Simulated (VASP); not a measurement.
**Relaxed cell of TaN with and without spin-orbit coupling**

Does spin-orbit coupling change the relaxed cell of TaN? The starting structure is a computed structure from the Materials Project. The first relaxation on each setting starts from this cell expanded by 3 % in volume.

Method: Kohn-Sham DFT with plane waves and PAW; PBEsol and PBEsol + spin-orbit coupling, in VASP 6.6.1.

## Step 1: The structure

It takes space group Fm-3m (No. 225, cubic). Conventional cell: a = 4.423 Å, b = 4.423 Å, c = 4.423 Å, α = 90.00°, β = 90.00°, γ = 90.00°. Nearest to Ta lie 6 N at 2.21 Å. N has 6 Ta at 2.21 Å nearest. Farther neighbours and most contacts between anions are not listed.

## Step 2: Relaxation without spin-orbit coupling

This run starts from the cell of an earlier relaxation, which isn't shown; the restart sets up the plane waves anew.

INCAR reads:

```
SYSTEM = TaN
PREC = Accurate
ENCUT = 520
EDIFF = 1E-06
NELM = 100
ISMEAR = 1
SIGMA = 0.15
LREAL = .FALSE.
ALGO = Normal
GGA = PS
NBANDS = 14
LASPH = .TRUE.
LORBIT = 11
LWAVE = .FALSE.
LCHARG = .FALSE.
KPAR = 8
IBRION = 2
NSW = 50
ISIF = 3
EDIFFG = -0.006
```

POSCAR reads:

```
TaN
1.0
    0.0000000000      2.1898032494      2.1898032494
    2.1898032494      0.0000000000      2.1898032494
    2.1898032494      2.1898032494      0.0000000000
Ta N
1 1
Direct
    0.5000000000      0.5000000000      0.5000000000
    0.0000000000      0.0000000000      0.0000000000
```

KPOINTS reads:

```
Automatic mesh
0
Gamma
14 14 14
0 0 0
```

Potentials, in the order of the species: Ta_pv and N (PBE family, release 64).

Started as:

```
$ mpirun -np 8 vasp_std
```

The log of the run:

```text
[banner, memory and clock lines left out]
running    8 mpi-ranks, on    1 nodes
 distrk:  each k-point on    1 cores,    8 groups
 distr:  one band on    1 cores,    1 groups

 POSCAR found type information on POSCAR TaN
 POSCAR found :  2 types and       2 ions
|                                                                             |
|           W    W    AA    RRRRR   N    N  II  N    N   GGGG   !!!           |
|           W    W   A  A   R    R  NN   N  II  NN   N  G    G  !!!           |
|           W    W  A    A  R    R  N N  N  II  N N  N  G       !!!           |
|           W WW W  AAAAAA  RRRRR   N  N N  II  N  N N  G  GGG   !            |
|           WW  WW  A    A  R   R   N   NN  II  N   NN  G    G                |
|           W    W  A    A  R    R  N    N  II  N    N   GGGG   !!!           |
|                                                                             |
|     For optimal performance we recommend to set                             |
|       NCORE = 2 up to number-of-cores-per-socket                            |
|     NCORE specifies how many cores store one orbital (NPAR=cpu/NCORE).      |
|     This setting can greatly improve the performance of VASP for DFT.       |
|     The default, NCORE=1 might be grossly inefficient on modern             |
|     multi-core architectures or massively parallel machines. Do your        |
|     Unfortunately you need to use the default for GW and RPA                |
|     calculations (for HF NCORE is supported but not extensively tested      |
|     yet).                                                                   |
|                                                                             |

|                                                                             |
|               ----> ADVICE to this user running VASP <----                  |
|                                                                             |
|     You enforced a specific xc type in the INCAR file but a different       |
|     [... a line on the potential file left out ...]
|     I HOPE YOU KNOW WHAT YOU ARE DOING!                                     |
|                                                                             |

 LDA part: xc-table for (Slater+PW92), standard interpolation
 POSCAR, INCAR and KPOINTS ok, starting setup
 FFT: planning ... GRIDC
 FFT: planning ... GRID_SOFT
 FFT: planning ... GRID
 WAVECAR not read
 entering main loop
       N       E                     dE             d eps       ncg     rms          rms(c)
DAV:   1     0.867167564870E+02    0.86717E+02   -0.90124E+03  2912   0.122E+03
DAV:   2    -0.230462310047E+02   -0.10976E+03   -0.10289E+03  3644   0.310E+02
DAV:   3    -0.259841250725E+02   -0.29379E+01   -0.29140E+01  3332   0.479E+01
DAV:   4    -0.259990342811E+02   -0.14909E-01   -0.14900E-01  3476   0.353E+00
DAV:   5    -0.259991297611E+02   -0.95480E-04   -0.95477E-04  3266   0.255E-01    0.250E+01
DAV:   6    -0.233353439758E+02    0.26638E+01   -0.57458E+00  3320   0.269E+01    0.106E+01
DAV:   7    -0.232488971142E+02    0.86447E-01   -0.36345E-01  3590   0.572E+00    0.715E+00
DAV:   8    -0.232141408893E+02    0.34756E-01   -0.13159E-01  3470   0.331E+00    0.142E+00
DAV:   9    -0.232101009049E+02    0.40400E-02   -0.12181E-02  3218   0.960E-01    0.352E-01
DAV:  10    -0.232099552117E+02    0.14569E-03   -0.49839E-04  3956   0.281E-01    0.102E-01
DAV:  11    -0.232099246985E+02    0.30513E-04   -0.59013E-05  3334   0.808E-02    0.170E-02
DAV:  12    -0.232099246429E+02    0.55597E-07   -0.33955E-06  3668   0.181E-02
   1 F= -.23209925E+02 E0= -.23210138E+02  d E =-.232099E+02
 curvature:   0.00 expect dE= 0.000E+00 dE for cont linesearch  0.000E+00
 trial: gam= 0.00000 g(F)=  0.916E-65 g(S)=  0.277E-07 ort = 0.000E+00 (trialstep = 0.100E+01)
 search vector abs. value=  0.278E-07
 reached required accuracy - stopping structural energy minimisation
```

Elapsed: 7.2 s, on 8 MPI ranks of Intel Xeon Platinum 8488C (Sapphire Rapids), shared host; peak memory 1.3 GiB; 53 s of CPU time.

Lines that name or quote the potential files are left out of all logs, and their timing lines are given in words.

Parts of OUTCAR (step 2):

```text
ion  position               nearest neighbor table
   1  0.500  0.500  0.500-   2 2.19   2 2.19   2 2.19   2 2.19   2 2.19   2 2.19
   2  0.000  0.000  0.000-   1 2.19   1 2.19   1 2.19   1 2.19   1 2.19   1 2.19

  LATTYP: Found a face centered cubic cell.
 ALAT       =     4.3796064988

 Subroutine GETGRP returns: Found 48 space group operations
 (whereof 48 operations were pure point group operations)

The static configuration has the point symmetry O_h .

 Found    104 irreducible k-points:

   k-points           NKPTS =    104   k-points in BZ     NKDIM =    104   number of bands    NBANDS=     14

   dimension x,y,z NGX =    24 NGY =   24 NGZ =   24
   dimension x,y,z NGXF=    48 NGYF=   48 NGZF=   48

   ENCUT  =  520.0 eV  38.22 Ry    6.18 a.u.   5.76  5.76  5.76*2*pi/ulx,y,z

   NELECT =      16.0000    total number of electrons

 k-points in reciprocal lattice and weights: Automatic mesh
   0.00000000  0.00000000  0.00000000       0.000
   0.07142857  0.00000000  0.00000000       0.003
   0.14285714  0.00000000  0.00000000       0.003
   0.21428571  0.00000000  0.00000000       0.003
   0.28571429  0.00000000  0.00000000       0.003
   0.35714286  0.00000000  0.00000000       0.003
   0.42857143  0.00000000  0.00000000       0.003
   0.50000000  0.00000000  0.00000000       0.001
   0.07142857  0.07142857  0.00000000       0.002
[...]
-0.28571429  0.42857143  0.21428571       0.009
  -0.28571429  0.50000000  0.21428571       0.004

 average (electrostatic) potential at core
       1 -34.4428       2 -61.2214

 E-fermi :   9.5015

 k-point     1 :       0.0000    0.0000    0.0000
  band No.  band energies     occupation
    ...
      8       7.3521      2.00000
      9       7.3521      2.00000
     10       7.3521      2.00000
     11       9.5441      0.53925
     12       9.5441      0.53924
     13      11.1697     -0.00000
     14      18.8980      0.00000

 k-point     2 :       0.0714    0.0000    0.0000
  band No.  band energies     occupation
    ...
      6       5.2449      2.00000
      7       5.2449      2.00000
      8       7.5580      2.00000
      9       7.5580      2.00000
     10       7.6426      2.00000
     11      10.0642     -0.00000
     12      10.0642     -0.00000
     13      11.5447     -0.00000
     14      19.2892      0.00000

 k-point     3 :       0.1429    0.0000    0.0000
  band No.  band energies     occupation
    ...
      6       4.3874      2.00000
      7       4.3874      2.00000
      8       8.0270      2.00000
      9       8.0270      2.00000
     10       8.0354      2.00000
     11      11.2690     -0.00000
     12      11.2690     -0.00000
     13      12.4613     -0.00000
     14      20.3437      0.00000

  Total       -0.0006188     -0.0006188     -0.0006188     -0.0000000     -0.0000000      0.0000000
  in kB       -0.0472084     -0.0472084     -0.0472084     -0.0000000     -0.0000000      0.0000000
  external PRESSURE =      -0.0472084 kB  Pullay stress =       0.0000000 kB

  energy-cutoff  :      520.00
  volume of cell :       21.00
      direct lattice vectors                 reciprocal lattice vectors
     0.000000000  2.189803249  2.189803249    -0.228331016  0.228331016  0.228331016
     2.189803249  0.000000000  2.189803249     0.228331016 -0.228331016  0.228331016
     2.189803249  2.189803249  0.000000000     0.228331016  0.228331016 -0.228331016

 POSITION                                       TOTAL-FORCE (eV/Angst)
 -----------------------------------------------------------------------------------
      2.18980      2.18980      2.18980        -0.000000      0.000000      0.000000
      0.00000      0.00000      0.00000         0.000000     -0.000000      0.000000
 -----------------------------------------------------------------------------------
    total drift:                                0.000000     -0.000000     -0.000000

  FREE ENERGIE OF THE ION-ELECTRON SYSTEM (eV)
  ---------------------------------------------------
  free  energy   TOTEN  =       -23.2099246429 eV

  energy  without entropy=      -23.2105645752  energy(sigma->0) =      -23.21013795

 reached required accuracy - stopping structural energy minimisation

 total charge
# of ion       s       p       d       tot
------------------------------------------
    1        0.277   6.230   2.474   8.981
    2        1.222   2.537   0.000   3.759
--------------------------------------------------
tot          1.499   8.767   2.474  12.741

[... 3 further parts left out ...]
```

CONTCAR:

```
TaN
   1.00000000000000
     0.0000000000000000    2.1898032494000002    2.1898032494000002
     2.1898032494000002    0.0000000000000000    2.1898032494000002
     2.1898032494000002    2.1898032494000002    0.0000000000000000
  Ta              N
     1     1
Direct
     0.5000000000000000    0.5000000000000000    0.5000000000000000
     0.0000000000000000    0.0000000000000000    0.0000000000000000
```

The PAW data sets were made with PBE, which is usual practice but a small mismatch for other functionals. The run keeps the 48 symmetry operations of its start, so it cannot find a distortion of lower symmetry.

Without spin-orbit coupling the relaxed cell holds 10.501 Å³ an atom, with a = 4.380 Å.

## Step 3: Relaxation with spin-orbit coupling

Against step 2 the input has LNONCOLLINEAR = .TRUE., MAGMOM = 0 0 0 0 0 0, GGA_COMPAT = .FALSE. and LSORBIT = .TRUE. (also changed: NBANDS and LMAXMIX). This run starts from the cell of an earlier relaxation, which isn't shown; the restart sets up the plane waves anew.

INCAR, as its differences from that of step 2:

```diff
@@ -10,4 +10,9 @@
 GGA = PS
-NBANDS = 14
+LNONCOLLINEAR = .TRUE.
+MAGMOM = 0 0 0 0 0 0
+NBANDS = 28
+GGA_COMPAT = .FALSE.
 LASPH = .TRUE.
+LSORBIT = .TRUE.
+LMAXMIX = 4
 LORBIT = 11
```

POSCAR reads:

```
TaN
1.0
    0.0000000000      2.1911269685      2.1911269685
    2.1911269685      0.0000000000      2.1911269685
    2.1911269685      2.1911269685      0.0000000000
Ta N
1 1
Direct
    0.5000000000      0.5000000000      0.5000000000
    0.0000000000      0.0000000000      0.0000000000
```

KPOINTS is that of step 2.

Started as:

```
$ mpirun -np 8 vasp_ncl
```

The log of the run:

```text
[banner, memory and clock lines left out]
running    8 mpi-ranks, on    1 nodes
[...]
[... a notice as in an earlier step ...]

 [... a notice as in an earlier step ...]

 LDA part: xc-table for (Slater+PW92), standard interpolation
 POSCAR, INCAR and KPOINTS ok, starting setup
[...]
entering main loop
       N       E                     dE             d eps       ncg     rms          rms(c)
DAV:   1     0.130671591971E+03    0.13067E+03   -0.83949E+03  5840   0.122E+03
DAV:   2    -0.196103255618E+02   -0.15028E+03   -0.14174E+03  6692   0.372E+02
DAV:   3    -0.266236956680E+02   -0.70134E+01   -0.68620E+01  7000   0.760E+01
DAV:   4    -0.266896175648E+02   -0.65922E-01   -0.65698E-01  6484   0.755E+00
[...]
DAV:  11    -0.238822693061E+02    0.73706E-04   -0.17018E-04  6768   0.150E-01    0.353E-02
DAV:  12    -0.238822644950E+02    0.48110E-05   -0.10826E-05  6532   0.407E-02    0.921E-03
DAV:  13    -0.238822645401E+02   -0.45058E-07   -0.29531E-07  3912   0.632E-03
   1 F= -.23882265E+02 E0= -.23882547E+02  d E =-.238823E+02  mag=    -0.0000    -0.0000     0.0000
[...]
reached required accuracy - stopping structural energy minimisation
```

Wall time 28 s (8 MPI ranks); peak memory 2 GiB; 3.5 min of CPU time.

OUTCAR, selected parts (step 3):

```text
  Total        0.0020691      0.0020691      0.0020691      0.0000000     -0.0000000     -0.0000000
  in kB        0.1575631      0.1575631      0.1575631      0.0000000     -0.0000000     -0.0000000
  external PRESSURE =       0.1575631 kB  Pullay stress =       0.0000000 kB

 POSITION                                       TOTAL-FORCE (eV/Angst)
 -----------------------------------------------------------------------------------
      2.19113      2.19113      2.19113        -0.000000     -0.000000     -0.000000
      0.00000      0.00000      0.00000         0.000000      0.000000      0.000000
 -----------------------------------------------------------------------------------
    total drift:                               -0.000000     -0.000000     -0.000000

  FREE ENERGIE OF THE ION-ELECTRON SYSTEM (eV)
  ---------------------------------------------------
  free  energy   TOTEN  =       -23.8822645401 eV

  energy  without entropy=      -23.8831119858  energy(sigma->0) =      -23.88254702

 magnetization (x)
# of ion       s       p       d       tot
------------------------------------------
    1        0.000  -0.000   0.000   0.000
    2       -0.000   0.000   0.000  -0.000
--------------------------------------------------
tot          0.000  -0.000   0.000   0.000

 magnetization (y)
# of ion       s       p       d       tot
------------------------------------------
    1        0.000   0.000   0.000   0.000
    2       -0.000   0.000   0.000   0.000
--------------------------------------------------
tot         -0.000   0.000   0.000   0.000

 magnetization (z)
# of ion       s       p       d       tot
------------------------------------------
    1        0.000  -0.000   0.000   0.000
    2        0.000  -0.000   0.000   0.000
--------------------------------------------------
tot          0.000  -0.000   0.000   0.000

[... 1 part as in an earlier step ...]

[... 3 further parts left out ...]
[key lines of the parts left out:]
E-fermi :   9.4479
```

With spin-orbit coupling the relaxed cell holds 10.520 Å³ an atom, with a = 4.382 Å.

## Step 4: Comparison

```csv
run,volume (Å³/atom),a (Å),pressure left (GPa),core minutes
without spin-orbit coupling,10.501,4.3796,-0.005,4.43
with spin-orbit coupling,10.52,4.3823,0.016,18.8
```

Core minutes are wall time times ranks, summed over the relaxations behind a row (those for a bulk modulus apart), on shared hosts.

## Step 5: Results

- volume without spin-orbit coupling: 10.501 Å³/atom
- volume with spin-orbit coupling: 10.520 Å³/atom

The run with spin-orbit coupling gives a volume +0.18 % from the one without. The relaxations stop with -0.005 and 0.016 GPa left; at a bulk modulus of 50 GPa, to name a scale, that difference alone shifts the volume by 0.04 %. The k mesh isn't tested here. GGA_COMPAT also differs between the two, which alone can make a change this small. Further runs on this material are not shown.

[Lines on the potential files, build, host, timing and source positions are cut from VASP's logs without a mark.]

[Logs are printed without paths, hosts, clocks, repeated set-up lines and the standing remarks that a program may print on its own settings, such as how far it seeks lower states.]

[Hosts, paths, dates, database ids (printed as entryN), source tags and the programs' standing remarks are cut or masked in the printed files.]
